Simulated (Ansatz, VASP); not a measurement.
# LuCo3B2: VASP beside Ansatz

Wanted: the spread between two codes on one cell, functional and k mesh.

Program: Ansatz 0.2.0. Level of theory: plane waves, with VASP 6.6.1 beside it; single point at PBEsol, DFT+U. Results are calculated unless marked as measured.

## 1. Set-up

The structure is hexagonal, space group P6/mmm (No. 191). The conventional cell has a = 4.959 Å, b = 4.959 Å, c = 3.035 Å, α = 90.00°, β = 90.00°, γ = 120.00°. Nearest to Lu lie 6 B at 2.86 Å and 12 Co at 2.91 Å and 2 Lu at 3.04 Å. Nearest to Co lie 4 B at 2.09 Å and 4 Co at 2.48 Å and 4 Lu at 2.91 Å. B has 6 Co at 2.09 Å and 3 Lu at 2.86 Å and 3 B at 2.86 Å nearest. Farther neighbours are not listed.

Structure file:

```cif
data_structure
_symmetry_space_group_name_H-M 'P 1'
_symmetry_Int_Tables_number 1
_cell_length_a 4.9590
_cell_length_b 4.9590
_cell_length_c 3.0350
_cell_angle_alpha 90.000
_cell_angle_beta 90.000
_cell_angle_gamma 120.000
_cell_volume 64.64
loop_
_atom_site_label
_atom_site_type_symbol
_atom_site_fract_x
_atom_site_fract_y
_atom_site_fract_z
_atom_site_occupancy
Lu1 Lu 0.00000 0.00000 0.00000 1
Co2 Co 0.00000 0.50000 0.50000 1
Co3 Co 0.50000 0.50000 0.50000 1
Co4 Co 0.50000 0.00000 0.50000 1
B5 B 0.66667 0.33333 0.00000 1
B6 B 0.33333 0.66667 0.00000 1
```

## 2. VASP: single point, PBEsol, DFT+U

A single point gives forces, pressure and levels at one fixed geometry, so differences don't come from the geometry; what else differs is listed under the comparison.

Lines of VASP's logs that name or quote its potential files are left out, and so is its time.

Contents of INCAR:

```
SYSTEM = LuCo3B2
PREC = Accurate
ENCUT = 390
EDIFF = 1E-06
NELM = 150
ISMEAR = 1
SIGMA = 0.1
LREAL = .FALSE.
ALGO = Normal
GGA = PS
NBANDS = 40
ISPIN = 2
MAGMOM = 0 1.2 1.2 1.2 0 0
LDAU = .TRUE.
LDAUTYPE = 2
LDAUL = -1 2 -1
LDAUU = 0 2 0
LDAUJ = 0 0 0
LDAUPRINT = 1
LASPH = .TRUE.
LMAXMIX = 4
LORBIT = 11
LWAVE = .FALSE.
LCHARG = .FALSE.
KPAR = 2
AMIX = 0.2
BMIX = 1E-04
AMIX_MAG = 0.8
BMIX_MAG = 1E-04
NUPDOWN = 3.6
```

Contents of POSCAR:

```
LuCo3B2
1.0
    4.9590000000      0.0000000000      0.0000000000
   -2.4795000000      4.2946199774      0.0000000000
    0.0000000000      0.0000000000      3.0350000000
Lu Co B
1 3 2
Direct
    0.0000000000      0.0000000000      0.0000000000
    0.0000000000      0.5000000000      0.5000000000
    0.5000000000      0.5000000000      0.5000000000
    0.5000000000      0.0000000000      0.5000000000
    0.6666666667      0.3333333333      0.0000000000
    0.3333333333      0.6666666667      0.0000000000
```

Contents of KPOINTS:

```
Automatic mesh
0
Gamma
6 6 8
0 0 0
```

Potentials, in the order of the species: Lu, Co and B (PBE family, release 64).

The run is started by

```
$ mpirun -np 2 vasp_std
```

Numbers of over 12 decimals in the logs are rounded to 6 here.

Log:

```text
[banner, memory and clock lines left out]
running    2 mpi-ranks, on    1 nodes
 distrk:  each k-point on    1 cores,    2 groups
 distr:  one band on    1 cores,    1 groups

 POSCAR found type information on POSCAR LuCoB
 POSCAR found :  3 types and       6 ions
|                                                                             |
|               ----> ADVICE to this user running VASP <----                  |
|                                                                             |
|     You enforced a specific xc type in the INCAR file but a different       |
|     [... a line on the potential file left out ...]
|     I HOPE YOU KNOW WHAT YOU ARE DOING!                                     |
|                                                                             |

 LDA part: xc-table for (Slater+PW92), standard interpolation
 POSCAR, INCAR and KPOINTS ok, starting setup
 FFT: planning ... GRIDC
 FFT: planning ... GRID_SOFT
 FFT: planning ... GRID
 WAVECAR not read
 entering main loop
       N       E                     dE             d eps       ncg     rms          rms(c)
DAV:   1     0.329001484286E+03    0.32900E+03   -0.19033E+04  7696   0.336E+03
DAV:   2    -0.257604546548E+01   -0.33158E+03   -0.30914E+03  6128   0.490E+02
DAV:   3    -0.453091222804E+02   -0.42733E+02   -0.40810E+02  6344   0.140E+02
DAV:   4    -0.479325762330E+02   -0.26235E+01   -0.26048E+01  7488   0.356E+01
DAV:   5    -0.480532891814E+02   -0.12071E+00   -0.12060E+00  8480   0.618E+00    0.308E+01
DAV:   6    -0.421486821242E+02    0.59046E+01   -0.41231E+01  7864   0.100E+02    0.178E+01
DAV:   7    -0.395371348677E+02    0.26115E+01   -0.82197E+00  9072   0.991E+01    0.822E+00
DAV:   8    -0.396447938235E+02   -0.10766E+00   -0.15570E+00  7312   0.977E+00    0.558E+00
DAV:   9    -0.395748761902E+02    0.69918E-01   -0.33133E-01  8768   0.113E+01    0.223E+00
DAV:  10    -0.395743371466E+02    0.53904E-03   -0.97154E-02  8760   0.906E+00    0.741E-01
DAV:  11    -0.395795092397E+02   -0.51721E-02   -0.31185E-02  7576   0.183E+00    0.385E-01
DAV:  12    -0.395800989933E+02   -0.58975E-03   -0.26799E-03  8624   0.186E+00    0.172E-01
DAV:  13    -0.395807675846E+02   -0.66859E-03   -0.16740E-03  7072   0.341E-01    0.722E-02
DAV:  14    -0.395808727108E+02   -0.10513E-03   -0.31902E-04  9104   0.429E-01    0.372E-02
DAV:  15    -0.395808925935E+02   -0.19883E-04   -0.92335E-05  8440   0.125E-01    0.210E-02
DAV:  16    -0.395809069835E+02   -0.14390E-04   -0.31112E-05  9152   0.830E-02    0.111E-02
DAV:  17    -0.395809090852E+02   -0.21017E-05   -0.12259E-05  6976   0.356E-02    0.547E-03
DAV:  18    -0.395809094792E+02   -0.39397E-06   -0.16509E-06  3928   0.101E-02
   1 F= -.39580909E+02 E0= -.39580340E+02  d E =-.170872E-02  mag=     3.6000
```

Parts of OUTCAR (step 2):

```text
ion  position               nearest neighbor table
   1  0.000  0.000  0.000-   5 2.86   6 2.86   5 2.86   6 2.86   5 2.86   6 2.86   4 2.91   4 2.91
                             4 2.91   4 2.91   2 2.91   2 2.91   2 2.91   2 2.91   3 2.91   3 2.91
   2  0.000  0.500  0.500-   5 2.09   6 2.09   5 2.09   6 2.09   3 2.48   3 2.48   4 2.48   4 2.48
                             1 2.91   1 2.91   1 2.91   1 2.91
   3  0.500  0.500  0.500-   5 2.09   6 2.09   5 2.09   6 2.09   2 2.48   2 2.48   4 2.48   4 2.48
                             1 2.91   1 2.91   1 2.91   1 2.91
   4  0.500  0.000  0.500-   5 2.09   6 2.09   5 2.09   6 2.09   2 2.48   3 2.48   3 2.48   2 2.48
                             1 2.91   1 2.91   1 2.91   1 2.91
   5  0.667  0.333  0.000-   2 2.09   2 2.09   4 2.09   4 2.09   3 2.09   3 2.09   1 2.86   1 2.86
                             1 2.86
   6  0.333  0.667  0.000-   2 2.09   2 2.09   4 2.09   4 2.09   3 2.09   3 2.09   1 2.86   1 2.86
                             1 2.86

  LATTYP: Found a hexagonal cell.
 ALAT       =     4.9590000000
 C/A-ratio  =     0.6120185521

 Subroutine GETGRP returns: Found 24 space group operations
 (whereof 24 operations were pure point group operations)

The static configuration has the point symmetry D_6h.

 Found     35 irreducible k-points:

   k-points           NKPTS =     35   k-points in BZ     NKDIM =     35   number of bands    NBANDS=     40

   dimension x,y,z NGX =    32 NGY =   32 NGZ =   20
   dimension x,y,z NGXF=    64 NGYF=   64 NGZF=   40

   ENCUT  =  390.0 eV  28.66 Ry    5.35 a.u.   7.99  7.99  4.89*2*pi/ulx,y,z

   NELECT =      58.0000    total number of electrons

 k-points in reciprocal lattice and weights: Automatic mesh
   0.00000000  0.00000000  0.00000000       0.003
   0.16666667  0.00000000  0.00000000       0.021
   0.33333333  0.00000000  0.00000000       0.021
   0.50000000  0.00000000  0.00000000       0.010
   0.16666667  0.16666667  0.00000000       0.021
   0.33333333  0.16666667  0.00000000       0.042
   0.33333333  0.33333333  0.00000000       0.007
   0.00000000  0.00000000  0.12500000       0.007
   0.16666667  0.00000000  0.12500000       0.042
[...]
0.33333333  0.16666667  0.50000000       0.042
   0.33333333  0.33333333  0.50000000       0.007

atom =   2  type =  2  l = 2

 onsite density matrix

spin component  1

  0.8884  0.0000 -0.0244  0.0000  0.0113
  0.0000  0.8674  0.0000 -0.0349  0.0000
 -0.0244  0.0000  0.8848 -0.0000 -0.0141
  0.0000 -0.0349 -0.0000  0.8270 -0.0000
  0.0113  0.0000 -0.0141 -0.0000  0.8753

spin component  2

  0.5013 -0.0000  0.0601 -0.0000 -0.0655
 -0.0000  0.8119 -0.0000 -0.0311  0.0000
  0.0601 -0.0000  0.4429 -0.0000  0.0347
 -0.0000 -0.0311 -0.0000  0.7759 -0.0000
 -0.0655  0.0000  0.0347 -0.0000  0.5769

 occupancies and eigenvectors

  o =  0.3830  v =  0.0000  0.0000  0.0000  0.0000  0.0000  0.5655  0.0000 -0.7573  0.0000  0.3265      0.0000  0.0000  0.0000  0.0000  0.0000  0.0000  0.0000  0.0000  0.0000  0.0000
  o =  0.5234  v =  0.0000  0.0000  0.0000  0.0000  0.0000 -0.6559  0.0000 -0.6530  0.0000 -0.3787      0.0000  0.0000  0.0000  0.0000  0.0000  0.0000  0.0000  0.0000  0.0000  0.0000
  o =  0.6147  v =  0.0000  0.0000  0.0000  0.0000  0.0000  0.5000  0.0000 -0.0000 -0.0000 -0.8660      0.0000  0.0000  0.0000  0.0000  0.0000  0.0000  0.0000  0.0000  0.0000  0.0000
  o =  0.7580  v =  0.0000  0.0000  0.0000  0.0000  0.0000  0.0000  0.5000  0.0000  0.8660  0.0000      0.0000  0.0000  0.0000  0.0000  0.0000  0.0000  0.0000  0.0000  0.0000  0.0000
  o =  0.8068  v = -0.0000 -0.5000 -0.0000 -0.8660 -0.0000  0.0000  0.0000  0.0000  0.0000  0.0000      0.0000  0.0000  0.0000  0.0000  0.0000  0.0000  0.0000  0.0000  0.0000  0.0000
[...]
o =  0.6147  v =  0.0000  0.0000  0.0000  0.0000  0.0000  1.0000  0.0000  0.0000  0.0000  0.0000      0.0000  0.0000  0.0000  0.0000  0.0000  0.0000  0.0000  0.0000  0.0000  0.0000
  o =  0.7580  v =  0.0000  0.0000  0.0000  0.0000  0.0000  0.0000  1.0000 -0.0000  0.0000  0.0000      0.0000  0.0000  0.0000  0.0000  0.0000  0.0000  0.0000  0.0000  0.0000  0.0000
  o =  0.8068  v =  0.0000  1.0000  0.0000 -0.0000 -0.0000  0.0000  0.0000  0.0000  0.0000  0.0000      0.0000  0.0000  0.0000  0.0000  0.0000  0.0000  0.0000  0.0000  0.0000  0.0000
  o =  0.8298  v =  0.0000  0.0000  0.0000  0.0000  0.0000  0.0000  0.0000 -0.0000  1.0000  0.0000      0.0000  0.0000  0.0000  0.0000  0.0000  0.0000  0.0000  0.0000  0.0000  0.0000
  o =  0.8612  v =  0.0000  0.0000 -0.7673  0.0000  0.6413  0.0000  0.0000  0.0000  0.0000  0.0000      0.0000  0.0000  0.0000  0.0000  0.0000  0.0000  0.0000  0.0000  0.0000  0.0000
  o =  0.8688  v =  1.0000  0.0000  0.0000  0.0000  0.0000  0.0000  0.0000  0.0000  0.0000  0.0000      0.0000  0.0000  0.0000  0.0000  0.0000  0.0000  0.0000  0.0000  0.0000  0.0000
  o =  0.8875  v =  0.0000 -0.0000 -0.0000 -1.0000 -0.0000  0.0000  0.0000  0.0000  0.0000  0.0000      0.0000  0.0000  0.0000  0.0000  0.0000  0.0000  0.0000  0.0000  0.0000  0.0000
  o =  0.9185  v =  0.0000 -0.0000 -0.6413  0.0000 -0.7673  0.0000  0.0000  0.0000  0.0000  0.0000      0.0000  0.0000  0.0000  0.0000  0.0000  0.0000  0.0000  0.0000  0.0000  0.0000

 average (electrostatic) potential at core
       1 -28.9633       2 -80.4997       3 -80.4997       4 -80.4997       5 -24.8594
       6 -24.8594

 E-fermi :   7.2811

 spin component 1
 k-point     1 :       0.0000    0.0000    0.0000
  band No.  band energies     occupation
    ...
     28       6.6179      1.00000
     29       6.8297      1.00000
     30       6.8297      1.00000
     31       8.0565      1.03253
     32       8.0565      1.03252
     33       8.7103     -0.00000
     34       8.7557     -0.00000
     35      14.1286      0.00000
     36      14.1286      0.00000
     37      14.4580      0.00000
    ...

 k-point     2 :       0.1667    0.0000    0.0000
  band No.  band energies     occupation
    ...
     26       5.8490      1.00000
     27       5.8539      1.00000
     28       6.0066      1.00000
     29       6.2242      1.00000
     30       7.3598      1.00000
     31       8.2085      0.17552
     32       8.3498     -0.01314
     33       8.6963     -0.00000
     34       9.2107     -0.00000
     35      14.0004      0.00000
    ...

 k-point     3 :       0.3333    0.0000    0.0000
  band No.  band energies     occupation
    ...
     26       5.3069      1.00000
     27       5.4001      1.00000
     28       5.6683      1.00000
     29       5.9834      1.00000
     30       7.5890      1.00000
     31       8.4469     -0.00027
     32       8.5608     -0.00000
     33       9.3482     -0.00000
     34      10.0545     -0.00000
     35      13.2171      0.00000
    ...

 k-point     4 :       0.5000    0.0000    0.0000
  band No.  band energies     occupation
    ...
     26       5.3214      1.00000
     27       5.3383      1.00000
     28       5.4155      1.00000
     29       5.9824      1.00000
     30       7.6364      1.00000
     31       8.3550     -0.01132
     32       8.7262     -0.00000
     33      10.3685      0.00000
     34      10.5164      0.00000
     35      11.9408      0.00000
    ...

 k-point     5 :       0.1667    0.1667    0.0000
  band No.  band energies     occupation
    ...
     26       5.3298      1.00000
     27       5.6039      1.00000
     28       5.8069      1.00000
     29       5.9157      1.00000
     30       7.6766      1.00000
     31       8.1835      0.35648
     32       8.5919     -0.00000
     33       9.1440     -0.00000
     34       9.8538     -0.00000
     35      13.3922      0.00000
    ...

 k-point     6 :       0.3333    0.1667    0.0000
  band No.  band energies     occupation
    ...
     26       5.2935      1.00000
     27       5.4300      1.00000
     28       5.6011      1.00000
     29       5.8665      1.00000
     30       7.8413      1.00002
     31       8.3229     -0.02463
     32       8.5281     -0.00000
     33      10.3532      0.00000
     34      10.6175      0.00000
     35      12.5254      0.00000
    ...

  Total       -1.5403700     -1.5403700     -2.0210877      0.0000000      0.0000000      0.0000000
  in kB      -38.1819488    -38.1819488    -50.0977475      0.0000000      0.0000000      0.0000000
  external PRESSURE =     -42.1538817 kB  Pullay stress =       0.0000000 kB

  energy-cutoff  :      390.00
  volume of cell :       64.64
      direct lattice vectors                 reciprocal lattice vectors
     4.959000000  0.000000000  0.000000000     0.201653559  0.116424737  0.000000000
    -2.479500000  4.294619977  0.000000000     0.000000000  0.232849473  0.000000000
     0.000000000  0.000000000  3.035000000     0.000000000  0.000000000  0.329489292

 POSITION                                       TOTAL-FORCE (eV/Angst)
 -----------------------------------------------------------------------------------
      0.00000      0.00000      0.00000         0.000000      0.000000      0.000000
     -1.23975      2.14731      1.51750         0.000000      0.000000      0.000000
      1.23975      2.14731      1.51750         0.000000      0.000000      0.000000
      2.47950      0.00000      1.51750         0.000000      0.000000      0.000000
      2.47950      1.43154      0.00000        -0.000000      0.000000      0.000000
     -0.00000      2.86308      0.00000         0.000000      0.000000      0.000000
 -----------------------------------------------------------------------------------
    total drift:                                0.000000      0.000000     -0.000000

  FREE ENERGIE OF THE ION-ELECTRON SYSTEM (eV)
  ---------------------------------------------------
  free  energy   TOTEN  =       -39.5809094792 eV

  energy  without entropy=      -39.5792007603  energy(sigma->0) =      -39.58033991

 total charge
# of ion       s       p       d       f       tot
--------------------------------------------------
    1        2.281   6.124   0.962  14.008  23.375
    2        0.502   0.654   7.418   0.000   8.574
    3        0.502   0.654   7.418   0.000   8.574
    4        0.502   0.654   7.418   0.000   8.574
    5        0.703   1.078   0.000   0.000   1.781
    6        0.703   1.078   0.000   0.000   1.781
--------------------------------------------------
tot          5.194  10.244  23.215  14.008  52.660

 magnetization (x)
# of ion       s       p       d       f       tot
--------------------------------------------------
    1       -0.014  -0.009  -0.080   0.001  -0.102
    2        0.012   0.015   1.236   0.000   1.263
    3        0.012   0.015   1.236   0.000   1.263
    4        0.012   0.015   1.236   0.000   1.263
    5       -0.005  -0.003   0.000   0.000  -0.008
    6       -0.005  -0.003   0.000   0.000  -0.008
--------------------------------------------------
tot          0.012   0.031   3.627   0.001   3.670

[... 6 further parts left out ...]
```

A U on the itinerant d states of such a compound is hard to justify; it moves the bands at the Fermi level and favours large moments.

(Part 1 of 2 ends here.)

[Lines on the potential files, build, host, timing and source positions are cut from VASP's logs without a mark.]

[Logs are printed without paths, hosts, clocks, repeated set-up lines and the standing remarks that a program may print on its own settings, such as how far it seeks lower states.]

[Hosts, paths, dates, database ids (printed as entryN), source tags and the programs' standing remarks are cut or masked in the printed files.]
